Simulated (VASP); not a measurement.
Computed with PBEsol GGA, VASP's PBE PAW potentials (set 64) (plane waves; VASP).

Input for VASP

**KPOINTS**
```
kpoints
0
G
 4 4 6
```

**POSCAR**
```
SnO2
1.0
  4.7703071296   0.0000000000   0.0000000000
  0.0000000000   4.7703071296   0.0000000000
  0.0000000000   0.0000000000   3.2199587253
Sn O
2 4
Cartesian
  0.0000000000   0.0000000000   0.0000000000
  2.3851535648   2.3851535648   1.6099793627
  1.4615129451   1.4615129451   0.0000000000
  3.8466665099   0.9236406197   1.6099793627
  0.9236406197   3.8466665099   1.6099793627
  3.3087941845   3.3087941845   0.0000000000
```

**INCAR**
```
# general
SYSTEM  = SnO2
PREC    = Accurate
ENCUT   = 530   # plane-wave cut-off (eV)
LREAL   = .FALSE.   # projection in real space or not
LASPH   = .TRUE.   # aspherical one-centre terms

# electronic loop
EDIFF   = 1E-6   # SCF stop (eV)
NELM    = 100   # most electronic steps
ALGO    = Normal   # blocked Davidson
LMAXMIX = 4   # l cut-off of mixed one-centre charges

# smearing
ISMEAR  = 0   # Gaussian
SIGMA   = 0.05   # width (eV)

# functional
GGA     = PS   # PBEsol

# ions
IBRION  = 2
NSW     = 60   # most ionic steps
ISIF    = 3   # ions, shape and volume
EDIFFG  = -0.02   # ionic stop

# output
LWAVE   = .FALSE.
LCHARG  = .FALSE.
```

POTCAR, in this order: Sn_d O (PBE.64 set). Program: vasp_std.

The resulting files:

File OUTCAR:
```
 ion  position               nearest neighbor table
   1  0.000  0.000  0.000-   3 2.07   6 2.07   5 2.07   4 2.07   4 2.07   5 2.07   2 3.74   2 3.74
                             2 3.74   2 3.74   2 3.74   2 3.74   2 3.74   2 3.74
   2  0.500  0.500  0.500-   4 2.07   5 2.07   3 2.07   6 2.07   3 2.07   6 2.07   1 3.74   1 3.74
                             1 3.74   1 3.74   1 3.74   1 3.74   1 3.74   1 3.74
   3  0.306  0.306  0.000-   1 2.07   2 2.07   2 2.07
   4  0.806  0.194  0.500-   2 2.07   1 2.07   1 2.07
   5  0.194  0.806  0.500-   2 2.07   1 2.07   1 2.07
   6  0.694  0.694  0.000-   1 2.07   2 2.07   2 2.07
  LATTYP: Found a simple tetragonal cell.
 ALAT       =     4.7703071296
 C/A-ratio  =     0.6750002962
 Subroutine PRICEL returns:
 Original cell was already a primitive cell.
 Subroutine GETGRP returns: Found 16 space group operations
The static configuration has the point symmetry D_2h.
 The point group associated with its full space group is D_4h.
The dynamic configuration has the point symmetry D_2h.
 Subroutine INISYM returns: Found 16 space group operations
 Subroutine IBZKPT returns following result:
 Found     24 irreducible k-points:

 Following reciprocal coordinates:
            Coordinates               Weight
  0.000000  0.000000  0.000000      1.000000
...
```

### OSZICAR
```
       N       E                     dE             d eps       ncg     rms          rms(c)
DAV:   1     0.667961049448E+03    0.66796E+03   -0.26630E+04  1540   0.262E+03
DAV:   2     0.538303984749E+02   -0.61413E+03   -0.59616E+03  1703   0.680E+02
DAV:   3    -0.403561558280E+02   -0.94187E+02   -0.92418E+02  1740   0.228E+02
DAV:   4    -0.449719970958E+02   -0.46158E+01   -0.45908E+01  1733   0.554E+01
DAV:   5    -0.451248102445E+02   -0.15281E+00   -0.15275E+00  1854   0.102E+01    0.148E+01
DAV:   6    -0.396706484450E+02    0.54542E+01   -0.21576E+01  2333   0.688E+01    0.573E+00
DAV:   7    -0.397242373025E+02   -0.53589E-01   -0.17700E+00  1628   0.795E+00    0.321E+00
DAV:   8    -0.396828685916E+02    0.41369E-01   -0.27075E-01  2132   0.476E+00    0.716E-01
DAV:   9    -0.396689381377E+02    0.13930E-01   -0.71640E-02  2315   0.373E+00    0.134E-01
DAV:  10    -0.396693842907E+02   -0.44615E-03   -0.48043E-03  2053   0.643E-01    0.418E-02
DAV:  11    -0.396694280997E+02   -0.43809E-04   -0.17927E-04  2360   0.139E-01    0.192E-02
DAV:  12    -0.396694294210E+02   -0.13213E-05   -0.98298E-06  1762   0.261E-02    0.131E-02
DAV:  13    -0.396694265277E+02    0.28934E-05   -0.12098E-05  1916   0.447E-02    0.248E-03
DAV:  14    -0.396694266934E+02   -0.16574E-06   -0.79499E-07  1024   0.813E-03
   1 F= -.39669427E+02 E0= -.39669427E+02  d E =-.396694E+02
```

**OUTCAR**
```
------------------------ aborting loop because EDIFF is reached ----------------------------------------
  FORCE on cell =-STRESS in cart. coord.  units (eV):
  Direction    XX          YY          ZZ          XY          YZ          ZX
  --------------------------------------------------------------------------------------
  Total        0.0384077      0.0384077     -0.1119669      0.0000000      0.0000000      0.0000000
  in kB        0.8398201      0.8398201     -2.4482587      0.0000000      0.0000000      0.0000000
  external PRESSURE =      -0.2562061 kB  Pullay stress =       0.0000000 kB
  volume of cell :       73.27
      direct lattice vectors                 reciprocal lattice vectors
     4.770307130  0.000000000  0.000000000     0.209630108  0.000000000  0.000000000
     0.000000000  4.770307130  0.000000000     0.000000000  0.209630108  0.000000000
     0.000000000  0.000000000  3.219958725     0.000000000  0.000000000  0.310562987
 POSITION                                       TOTAL-FORCE (eV/Angst)
 -----------------------------------------------------------------------------------
      0.00000      0.00000      0.00000         0.000000      0.000000      0.000000
      2.38515      2.38515      1.60998         0.000000      0.000000      0.000000
      1.46151      1.46151      0.00000        -0.008633     -0.008633      0.000000
      3.84667      0.92364      1.60998        -0.008633      0.008633     -0.000000
      0.92364      3.84667      1.60998         0.008633     -0.008633      0.000000
      3.30879      3.30879      0.00000         0.008633      0.008633     -0.000000
 -----------------------------------------------------------------------------------
    total drift:                                0.000000      0.000000      0.000000
  FREE ENERGIE OF THE ION-ELECTRON SYSTEM (eV)
  ---------------------------------------------------
  free  energy   TOTEN  =       -39.6694266934 eV

  energy  without entropy=      -39.6694266934  energy(sigma->0) =      -39.66942669

 reached required accuracy - stopping structural energy minimisation
```
(Selected blocks of OUTCAR.)

The compound is SnO2 in the rutile structure. It was relaxed first. The start is the result of an earlier pass.
